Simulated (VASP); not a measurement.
Output of a VASP run:

**OUTCAR**
```
 ion  position               nearest neighbor table
   1  0.333  0.667  0.250-   3 1.43   3 1.43   3 1.43
   2  0.667  0.333  0.750-   4 1.43   4 1.43   4 1.43
   3  0.667  0.333  0.250-   1 1.43   1 1.43   1 1.43
   4  0.333  0.667  0.750-   2 1.43   2 1.43   2 1.43
  LATTYP: Found a hexagonal cell.
 ALAT       =     2.4811778571
 C/A-ratio  =     2.3654745122
 Subroutine PRICEL returns:
 Original cell was already a primitive cell.
 Subroutine GETGRP returns: Found 24 space group operations
The static configuration has the point symmetry D_3d.
 The point group associated with its full space group is D_6h.
The dynamic configuration has the point symmetry D_3d.
 Subroutine INISYM returns: Found 24 space group operations
 Subroutine IBZKPT returns following result:
 Found     42 irreducible k-points:

 Following reciprocal coordinates:
            Coordinates               Weight
  0.000000  0.000000  0.000000      1.000000
  0.100000  0.000000  0.000000      6.000000
  0.200000  0.000000  0.000000      6.000000
  0.300000  0.000000  0.000000      6.000000
  0.400000 -0.000000  0.000000      6.000000
  0.500000  0.000000  0.000000      3.000000
  0.100000  0.100000  0.000000      6.000000
  0.200000  0.100000  0.000000     12.000000
  0.300000  0.100000  0.000000     12.000000
  0.400000  0.100000  0.000000     12.000000
  0.200000  0.200000  0.000000      6.000000
  0.300000  0.200000  0.000000     12.000000
  0.400000  0.200000  0.000000      6.000000
  0.300000  0.300000  0.000000      6.000000
  0.000000  0.000000  0.250000      2.000000
  0.100000  0.000000  0.250000     12.000000
  0.200000  0.000000  0.250000     12.000000
  0.300000  0.000000  0.250000     12.000000
  0.400000 -0.000000  0.250000     12.000000
  0.500000  0.000000  0.250000      6.000000
  0.100000  0.100000  0.250000     12.000000
  0.200000  0.100000  0.250000     24.000000
  0.300000  0.100000  0.250000     24.000000
  0.400000  0.100000  0.250000     24.000000
  0.200000  0.200000  0.250000     12.000000
  0.300000  0.200000  0.250000     24.000000
  0.400000  0.200000  0.250000     12.000000
  0.300000  0.300000  0.250000     12.000000
  0.000000  0.000000  0.500000      1.000000
  0.100000  0.000000  0.500000      6.000000
  0.200000  0.000000  0.500000      6.000000
  0.300000  0.000000  0.500000      6.000000
  0.400000 -0.000000  0.500000      6.000000
  0.500000  0.000000  0.500000      3.000000
  0.100000  0.100000  0.500000      6.000000
  0.200000  0.100000  0.500000     12.000000
  0.300000  0.100000  0.500000     12.000000
  0.400000  0.100000  0.500000     12.000000
  0.200000  0.200000  0.500000      6.000000
  0.300000  0.200000  0.500000     12.000000
   k-points           NKPTS =     42   k-points in BZ     NKDIM =     42   number of bands    NBANDS=     12
   number of dos      NEDOS =    301   number of ions     NIONS =      4
   total plane-waves  NPLWV =  19200
   dimension x,y,z NGX =    20 NGY =   20 NGZ =   48
   dimension x,y,z NGXF=    40 NGYF=   40 NGZF=   96
   ions per type =               2   2
   PREC   = accura    normal or accurate (medium, high low for compatibility)
   ISTART =      0    job   : 0-new  1-cont  2-samecut
   ICHARG =      2    charge: 1-file 2-atom 10-const
   ISPIN  =      1    spin polarized calculation?
   LNONCOLLINEAR =      F non collinear calculations
   LSORBIT =      F    spin-orbit coupling
   INIWAV =      1    electr: 0-lowe 1-rand  2-diag
   ENCUT  =  620.0 eV  45.57 Ry    6.75 a.u.   5.04  5.04 11.92*2*pi/ulx,y,z
   NELM   =    100;   NELMIN=  2; NELMDL= -5     # of ELM steps
   EDIFF  = 0.1E-05   stopping-criterion for ELM
   LREAL  =      F    real-space projection
   NLSPLINE    = F    spline interpolate recip. space projectors
   LMAXMIX     =    2 max onsite mixed and CHGCAR
   VOSKOWN=      0    Vosko Wilk Nusair interpolation
...
```

OSZICAR:
```
       N       E                     dE             d eps       ncg     rms          rms(c)
DAV:   1     0.656775859508E+02    0.65678E+02   -0.95070E+03  1008   0.145E+03
DAV:   2    -0.385918995918E+02   -0.10427E+03   -0.95398E+02  1484   0.279E+02
DAV:   3    -0.424831696293E+02   -0.38913E+01   -0.38601E+01  1268   0.549E+01
DAV:   4    -0.425135181467E+02   -0.30349E-01   -0.30324E-01  1236   0.539E+00
DAV:   5    -0.425139029185E+02   -0.38477E-03   -0.38473E-03  1260   0.567E-01    0.112E+01
DAV:   6    -0.390125927500E+02    0.35013E+01   -0.86291E+00  1100   0.241E+01    0.493E+00
DAV:   7    -0.386479695378E+02    0.36462E+00   -0.50162E-01  1260   0.595E+00    0.294E+00
DAV:   8    -0.385409952806E+02    0.10697E+00   -0.27714E-01  1204   0.413E+00    0.334E-01
DAV:   9    -0.385385533676E+02    0.24419E-02   -0.95362E-03  1212   0.875E-01    0.173E-01
DAV:  10    -0.385385033341E+02    0.50034E-04   -0.38525E-04  1232   0.197E-01    0.247E-02
DAV:  11    -0.385385069603E+02   -0.36262E-05   -0.48115E-05  1224   0.594E-02    0.177E-02
DAV:  12    -0.385385052620E+02    0.16983E-05   -0.10125E-05  1220   0.272E-02    0.107E-03
DAV:  13    -0.385385052790E+02   -0.16995E-07   -0.25089E-07   720   0.476E-03
   1 F= -.37561983E+02 E0= -.37561983E+02  d E =-.375620E+02
```

File OUTCAR:
```
------------------------ aborting loop because EDIFF is reached ----------------------------------------
  FORCE on cell =-STRESS in cart. coord.  units (eV):
  Direction    XX          YY          ZZ          XY          YZ          ZX
  --------------------------------------------------------------------------------------
  Total        0.9848470      0.9848474      0.9649972      0.0000000      0.0000000      0.0000000
  in kB       50.4262656     50.4262868     49.4099130      0.0000000      0.0000000      0.0000000
  external PRESSURE =       0.0874885 kB  Pullay stress =      50.0000000 kB
  volume of cell :       31.29
      direct lattice vectors                 reciprocal lattice vectors
     1.240588733 -2.148763168  0.000000000     0.403034452 -0.232692000  0.000000000
     1.240588733  2.148763168  0.000000000     0.403034452  0.232692000  0.000000000
     0.000000000  0.000000000  5.869162981     0.000000000  0.000000000  0.170382047
  FREE ENERGIE OF THE ION-ELECTRON SYSTEM (eV)
  ---------------------------------------------------
  free  energy   TOTEN  =       -38.5385052790 eV

  energy  without entropy=      -38.5385052790  energy(sigma->0) =      -38.53850528
  enthalpy is  TOTEN    =       -37.5619834159 eV   P V=        0.9765218632

 reached required accuracy - stopping structural energy minimisation
```
(Selected blocks of OUTCAR.)

File POSCAR:
```
BN
1
    1.2405887330    -2.1487631685     0.0000000000
    1.2405887330     2.1487631685    -0.0000000000
    0.0000000000    -0.0000000000     5.8691629812
B N
2 2
Direct
  0.3333330000   0.6666670000   0.2500000000
  0.6666670000   0.3333330000   0.7500000000
  0.6666670000   0.3333330000   0.2500000000
  0.3333330000   0.6666670000   0.7500000000
```

Question: Reconstruct the remaining input files.

Answer: One answer among several that fit: the input of the run itself, LDA (Ceperley-Alder, Perdew-Zunger), plane waves, VASP's LDA PAW potentials (set 64).

File KPOINTS:
```
Regular mesh
0
G
 10 10 4
```

### INCAR
```
PREC = Accurate
ISIF = 3   ! ions, shape and volume
LCHARG = .FALSE.
EDIFFG = -0.02   ! ionic stop
LASPH = .TRUE.   ! aspherical one-centre terms
ALGO = Normal   ! blocked Davidson
EDIFF = 1E-6   ! SCF stop (eV)
SIGMA = 0.05   ! width (eV)
IBRION = 2   ! conjugate gradients
ENCUT = 620   ! plane-wave cut-off (eV)
NELM = 100
LREAL = .FALSE.   ! projection in real space or not
ISMEAR = 0   ! Gaussian
LWAVE = .FALSE.
SYSTEM = BN
PSTRESS = 50   ! kbar
NSW = 40   ! most ionic steps
```

POTCAR, in this order: B N (LDA.64 set). Program: vasp_std.

The compound is BN in the hex structure. It was relaxed first under an external pressure of 5 GPa.
